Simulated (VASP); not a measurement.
Level of theory: PBE GGA, VASP's PBE PAW potentials (set 64) (plane waves; VASP 6.6.1).

VASP input:

File POSCAR:
```
Hf
1
    1.5846470922    -2.7446892377     0.0000000000
    1.5846470922     2.7446892377     0.0000000000
    0.0000000000     0.0000000000     5.0084857759
Hf
2
Direct
  0.3333330000   0.6666670000   0.2500000000
  0.6666670000   0.3333330000   0.7500000000
```

**INCAR**
```
SYSTEM = Hf
PREC = Accurate
ENCUT = 520
EDIFF = 1E-7
NELM = 100
ALGO = Normal
LREAL = .FALSE.
LASPH = .TRUE.
ISMEAR = 1
SIGMA = 0.1
GGA = PE
LMAXMIX = 6
LWAVE = .FALSE.
LCHARG = .FALSE.
ISIF = 4
IBRION = 2
NSW = 30
EDIFFG = -0.01
```

KPOINTS:
```
Regular mesh
0
gamma
13 13 7
```

POTCAR, in this order: Hf_pv (PBE.64 set). Program: vasp_std.

Unless said otherwise, spin-orbit coupling is left out, though it shifts the bands of the heavy elements here.

**Question.** What does the run give for the energy per atom (σ→0), pressure, band gap (on the k-mesh)?

**Answer.** 
| Property | Result |
|---|---|
| energy per atom (σ→0) | -9.917 eV/atom |
| band gap (on the k-mesh) | none (metal, semimetal or under 0.01 eV) |
| pressure | 3.49 GPa |

OSZICAR:
```
...
DAV:   8    -0.198350087938E+02    0.93141E-02   -0.53176E-02  2670   0.178E+00    0.269E-01
DAV:   9    -0.198351090209E+02   -0.10023E-03   -0.10920E-03  3252   0.268E-01    0.204E-01
DAV:  10    -0.198350969847E+02    0.12036E-04   -0.64439E-05  2712   0.650E-02    0.304E-01
DAV:  11    -0.198350987598E+02   -0.17751E-05   -0.92148E-06  3000   0.252E-02    0.149E-02
DAV:  12    -0.198350991183E+02   -0.35850E-06   -0.76815E-07  3152   0.681E-03    0.116E-02
DAV:  13    -0.198350989061E+02    0.21221E-06   -0.39429E-08  1902   0.172E-03    0.314E-03
DAV:  14    -0.198350988414E+02    0.64650E-07   -0.54896E-09  1758   0.748E-04
   1 F= -.19835099E+02 E0= -.19834895E+02  d E =-.198351E+02
```

The compound is Hf in the hcp structure. This cell is one point of a volume scan, at 0.97 of the reference volume.
